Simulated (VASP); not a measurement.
# CaCuH2 (R-3m) in VASP: single point with PBE

Aim: the single point of CaCuH2 with PBE.

All numbers are computed with VASP 6.6.1; they aren't measurements. Logs are shortened: lines on timing, memory, paths and dates and some standing lists are left out, and cuts for length are marked.

## Step 1: The cell of the first run

Symmetry: R-3m, No. 166, trigonal system. Conventional cell: a = 3.890 Å, b = 3.890 Å, c = 13.072 Å, α = 90.00°, β = 90.00°, γ = 120.00°. Ca (site symmetry -3m) has 6 H at 2.33 Å as nearest neighbours. Cu (site symmetry -3m) has 2 H at 1.55 Å as nearest neighbours. H (site symmetry 3m) is surrounded by 1 Cu at 1.55 Å.

The cell was built by a generator and needn't be a form met in nature.

## Step 2: Single point, PBE (random cell by space group and Wyckoff sites (R-3m, No. 166))

INCAR

```
PREC = Accurate ; ENCUT = 520
EDIFF = 1E-6 ; ISMEAR = 0
SIGMA = 0.1 ; LREAL = False
LASPH = True ; NELM = 100
ALGO = Fast ; ISIF = 2
LWAVE = False ; LCHARG = False
GGA = PE ; NBANDS = 20
```

KPOINTS

```
regular mesh
0
Gamma
  15 15 15
```

POSCAR

```
CaCuH2
1.0
    1.9452425242      1.1230862950      4.3573811982
   -1.9452425242      1.1230862950      4.3573811982
    0.0000000000     -2.2461725900      4.3573811982
Ca Cu H
1 1 2
Direct
    0.5000000000      0.5000000000      0.5000000000
    0.0000000000      0.0000000000      0.0000000000
    0.8818065273      0.8818065273      0.8818065273
    0.1181934727      0.1181934727      0.1181934727
```

Potentials or basis: VASP PAW PBE potentials, release 64 (Ca_sv, Cu, H).

Command:

```
cat potpaw_PBE.64/Ca_sv/POTCAR potpaw_PBE.64/Cu/POTCAR potpaw_PBE.64/H/POTCAR > POTCAR
mpirun -np 1 vasp_std > vasp.out
```

OUTCAR:

```text
PREC = Accurate
   ENCUT = 520
   EDIFF = 1E-6
   ISMEAR = 0
   LREAL = False
   LASPH = True
   NELM = 100
   ISIF = 2
   GGA = PE

 ion  position               nearest neighbor table
   1  0.500  0.500  0.500-
   2  0.000  0.000  0.000-   3 1.55   4 1.55
   3  0.882  0.882  0.882-   2 1.55
   4  0.118  0.118  0.118-   2 1.55

  LATTYP: Found a trigonal (rhomboedric) cell.
 ALAT       =     4.9022507290
 COS(alpha) =     0.6850899898

  Lattice vectors:

 A1 = (   1.9452425242,   1.1230862950,   4.3573811982)
 A2 = (  -1.9452425242,   1.1230862950,   4.3573811982)
 A3 = (   0.0000000000,  -2.2461725900,   4.3573811982)

Analysis of symmetry for initial positions (statically):
=====================================================================
 Subroutine PRICEL returns:
 Original cell was already a primitive cell.

 Routine SETGRP: Setting up the symmetry group for a
 trigonal (rhombohedral) supercell.

 Subroutine GETGRP returns: Found 12 space group operations
 (whereof 12 operations were pure point group operations)
 out of a pool of 12 trial point group operations.

The static configuration has the point symmetry D_3d.

Analysis of symmetry for dynamics (positions and initial velocities):
=====================================================================
 Subroutine PRICEL returns:
 Original cell was already a primitive cell.

 Routine SETGRP: Setting up the symmetry group for a
 trigonal (rhombohedral) supercell.

 Subroutine GETGRP returns: Found 12 space group operations
 (whereof 12 operations were pure point group operations)
 out of a pool of 12 trial point group operations.

The dynamic configuration has the point symmetry D_3d.

 Subroutine INISYM returns: Found 12 space group operations
 (whereof 12 operations are pure point group operations),
 and found     1 'primitive' translations

----------------------------------------------------------------------------------------

                                     Primitive cell

  volume of cell :      57.1168

  direct lattice vectors                    reciprocal lattice vectors
     1.945242524  1.123086295  4.357381198     0.257037358  0.148400588  0.076498548
    -1.945242524  1.123086295  4.357381198    -0.257037358  0.148400588  0.076498548
     0.000000000 -2.246172590  4.357381198     0.000000000 -0.296801176  0.076498548

  length of vectors
     4.902250729  4.902250729  4.902250729     0.306501168  0.306501168  0.306501168

  position of ions in fractional coordinates (direct lattice)
     0.500000000  0.500000000  0.500000000
     0.000000000  0.000000000  0.000000000
     0.881806527  0.881806527  0.881806527
     0.118193473  0.118193473  0.118193473

  ion indices of the primitive-cell ions
   primitive index   ion index
                 1           1
                 2           2
                 3           3
                 4           4

----------------------------------------------------------------------------------------

 KPOINTS: regular mesh

Automatic generation of k-mesh.
 Grid dimensions read from file:
 generate k-points for:   15   15   15

 Generating k-lattice:

  Cartesian coordinates                     Fractional coordinates (reciprocal lattice)
     0.017135824  0.009893373  0.005099903     0.066666667 -0.000000000  0.000000000
    -0.017135824  0.009893373  0.005099903    -0.000000000  0.066666667  0.000000000
     0.000000000 -0.019786745  0.005099903     0.000000000  0.000000000  0.066666667

  Length of vectors
     0.020433411  0.020433411  0.020433411

  Shift w.r.t. Gamma in fractional coordinates (k-lattice)
     0.000000000  0.000000000  0.000000000

 Subroutine IBZKPT returns following result:
 ===========================================

 Found    344 irreducible k-points:

 Following reciprocal coordinates:
            Coordinates               Weight
  0.000000  0.000000  0.000000      1.000000
  0.066667  0.000000 -0.000000      6.000000
  0.133333  0.000000  0.000000      6.000000
  0.200000 -0.000000 -0.000000      6.000000
  0.266667  0.000000  0.000000      6.000000
  0.333333  0.000000 -0.000000      6.000000
[... 16 lines left out ...]
  0.133333  0.133333  0.000000      6.000000
  0.200000  0.133333 -0.000000     12.000000
 [... further k-points ...]
   k-points           NKPTS =    344   k-points in BZ     NKDIM =    344   number of bands    NBANDS=     20
   number of dos      NEDOS =    301   number of ions     NIONS =      4
   total plane-waves  NPLWV =  46656
   dimension x,y,z NGX =    36 NGY =   36 NGZ =   36
   dimension x,y,z NGXF=    72 NGYF=   72 NGZF=   72
   ions per type =               1   1   2
   NGX,Y,Z   is equivalent  to a cutoff of  12.21, 12.21, 12.21 a.u.
   NGXF,Y,Z  is equivalent  to a cutoff of  24.42, 24.42, 24.42 a.u.
 SYSTEM =  unknown system
   PREC   = accura    normal or accurate (medium, high low for compatibility)
   ISTART =      0    job   : 0-new  1-cont  2-samecut
   ICHARG =      2    charge: 1-file 2-atom 10-const
   ISPIN  =      1    spin polarized calculation?
   LNONCOLLINEAR =      F non collinear calculations
   LSORBIT =      F    spin-orbit coupling
   LASPH  =      T    aspherical Exc in radial PAW
   ENCUT  =  520.0 eV  38.22 Ry    6.18 a.u.   9.11  9.11  9.11*2*pi/ulx,y,z
   NELM   =    100;   NELMIN=  2; NELMDL= -5     # of ELM steps
   EDIFF  = 0.1E-05   stopping-criterion for ELM
   LREAL  =      F    real-space projection
   EDIFFG = 0.1E-04   stopping-criterion for IOM
   NSW    =      0    number of steps for IOM
   IBRION =     -1    ionic relax: 0-MD 1-quasi-New 2-CG
   NFREE  =      0    steps in history (QN), initial steepest desc. (CG)
   ISIF   =      2    stress and relaxation
   ISYM   =      2    0-nonsym 1-usesym 2-fastsym
   POTIM  = 0.5000    time-step for ionic-motion
   TEBEG  =    0.0;   TEEND  =   0.0 temperature during run
   PSTRESS=    0.0 pullay stress
   NELECT =      23.0000    total number of electrons
   NUPDOWN=      -1.0000    fix difference up-down
   EMIN   =  10.00;   EMAX   =-10.00  energy-range for DOS
   EFERMI =   0.00;   METHOD = LEGACY
   ISMEAR =     0;   SIGMA  =   0.10  broadening in eV -4-tet -1-fermi 0-gaus
   EFERMI_NEDOS =   21; number of points for ismear=-14 and -15
   IALGO  =     68    algorithm
   IMIX   =      4    mixing-type and parameters
     AMIX     =   0.40;   BMIX     =  1.00
     AMIX_MAG =   1.60;   BMIX_MAG =  1.00
  volume/ion in A,a.u.               =      14.28        96.36
  Fermi-wavevector in a.u.,A,eV,Ry     =   1.208916  2.284520 19.884622  1.461478
  Thomas-Fermi vector in A             =   2.344510
   LORBIT       =      0    0 simple, 1 ext, 2 COOP (PROOUT), +10 PAW based schemes
   GGA     = PE    functional components
   LHFCALC =     F    Hartree Fock is set to
   AEXX    =    0.0000 exact exchange contribution
   IVDW    =     0    specifies the selected vdW correction
   LEPSILON=     F    determine dielectric tensor
   LRPA    =     F    only Hartree local field effects (RPA)
 non-spin polarized calculation
 RMM-DIIS sequential band-by-band and
 Gauss-broadening in eV      SIGMA  =   0.10
  energy-cutoff  :      520.00
  volume of cell :       57.12
 maximum number of plane-waves:      1559
   NGX = 19   NGY = 19   NGZ = 19

 number of electron      22.9999991 magnetization

 Free energy of the ion-electron system (eV)
  ---------------------------------------------------
  ext. energy  EPLUGINS =         0.00000000
  ---------------------------------------------------
  free energy    TOTEN  =       -13.23355589 eV

  energy without entropy =      -13.22678594  energy(sigma->0) =      -13.23017092

 E-fermi :   3.0493     XC(G=0):  -9.1765

 val. band max:        3.0476272598   @ k =  -0.2667   0.4667   0.1333
 cond. band min:       3.0497615766   @ k =  -0.4667   0.4000   0.2000
 fundamental gap:      0.0021343169
 Fermi energy:         3.0492762664

 k-point     1 :       0.0000    0.0000    0.0000
  band No.  band energies     occupation
      1     -38.1938      2.00000
      2     -19.2339      2.00000
      3     -19.1572      2.00000
      4     -19.1572      2.00000
      5      -5.2297      2.00000
      6      -0.9106      2.00000
[... 12 lines left out ...]
     19      10.1136      0.00000
     20      10.6304      0.00000

 k-point     2 :       0.0667    0.0000   -0.0000
  band No.  band energies     occupation
      1     -38.1933      2.00000
      2     -19.2332      2.00000
      3     -19.1643      2.00000
      4     -19.1586      2.00000
      5      -5.1777      2.00000
      6      -0.8892      2.00000
[... 12 lines left out ...]
     19      10.2068      0.00000
     20      10.5928      0.00000

 k-point     3 :       0.1333    0.0000    0.0000
  band No.  band energies     occupation
      1     -38.1917      2.00000
      2     -19.2313      2.00000
      3     -19.1841      2.00000
      4     -19.1625      2.00000
      5      -5.0266      2.00000
      6      -0.8340      2.00000
[... 12 lines left out ...]
     19      10.4322      0.00000
     20      10.5726      0.00000

 k-point     4 :       0.2000   -0.0000   -0.0000
  band No.  band energies     occupation
      1     -38.1895      2.00000
      2     -19.2289      2.00000
      3     -19.2128      2.00000
      4     -19.1682      2.00000
      5      -4.7910      2.00000
      6      -0.8399      2.00000
[... 429 lines left out ...]
 k-point    23 :       0.1333    0.1333    0.0000
  band No.  band energies     occupation
      1     -38.1917      2.00000
      2     -19.2322      2.00000
      3     -19.1840      2.00000
      4     -19.1627      2.00000
      5      -4.9863      2.00000
      6      -0.8804      2.00000
[... 12 lines left out ...]
     19       9.9927      0.00000
     20      10.7435      0.00000

 k-point    24 :       0.2000    0.1333   -0.0000
  band No.  band energies     occupation
      1     -38.1903      2.00000
      2     -19.2309      2.00000
      3     -19.2011      2.00000
      4     -19.1671      2.00000
      5      -4.8262      2.00000
      6      -0.9381      2.00000
[... 12 lines left out ...]
     19      10.1402      0.00000
     20      10.8765      0.00000

 [... further k-points ...]

------------------------ aborting loop because EDIFF is reached ----------------------------------------

  FORCE on cell =-STRESS in cart. coord.  units (eV):
  Direction    XX          YY          ZZ          XY          YZ          ZX
  --------------------------------------------------------------------------------------
  -------------------------------------------------------------------------------------
  Total        0.0147877      0.0147877      0.1222777      0.0000000      0.0000000      0.0000000
  in kB        0.4148071      0.4148071      3.4300013      0.0000000      0.0000000      0.0000000
  external PRESSURE =       1.4198718 kB  Pullay stress =       0.0000000 kB

 VOLUME and BASIS-vectors are now :
 -----------------------------------------------------------------------------
  energy-cutoff  :      520.00
  volume of cell :       57.12
      direct lattice vectors                 reciprocal lattice vectors
     1.945242524  1.123086295  4.357381198     0.257037358  0.148400588  0.076498548
    -1.945242524  1.123086295  4.357381198    -0.257037358  0.148400588  0.076498548
     0.000000000 -2.246172590  4.357381198     0.000000000 -0.296801176  0.076498548

 POSITION                                       TOTAL-FORCE (eV/Angst)
 -----------------------------------------------------------------------------------
      0.00000      0.00000      6.53607         0.000000      0.000000      0.000000
      0.00000      0.00000      0.00000        -0.000000     -0.000000      0.000000
      0.00000      0.00000     11.52710        -0.000000     -0.000000     -0.027989
      0.00000      0.00000      1.54504        -0.000000     -0.000000      0.027989
 -----------------------------------------------------------------------------------
    total drift:                                0.000000      0.000000      0.000000

  FREE ENERGIE OF THE ION-ELECTRON SYSTEM (eV)
  ---------------------------------------------------
  free  energy   TOTEN  =       -13.2335558912 eV

  energy  without entropy=      -13.2267859409  energy(sigma->0) =      -13.23017092
```

Run time: 9.2 min. Hardware: 1 thread of Intel Xeon Platinum 8488C (Sapphire Rapids), shared host; peak memory 0.54 GiB.

What came out:

| Item | Value |
| --- | --- |
| Free energy | -13.2336 eV |
| Pressure | 0.1 GPa |
| Largest force | 0.028 eV/Å |
| Band gap on the k mesh | none (metal or under the smearing width) |

Forces on the atoms (eV/Å):
```
Ca   0.000  0.000  0.000
Cu   0.000  0.000  0.000
H    0.000  0.000 -0.028
H    0.000  0.000  0.028
```

Stress tensor (GPa, compression positive):
```
0.04 0.00 0.00
0.00 0.04 0.00
0.00 0.00 0.34
```

Levels at points of the mesh, in eV from the Fermi level:
```csv
k point,band 8,band 9,band 10,band 11,band 12,band 13,band 14,band 15
"(0.00, 0.00, 0.00)",-3.38,-3.12,-3.09,-3.09,0.33,2.72,2.72,3.98
```
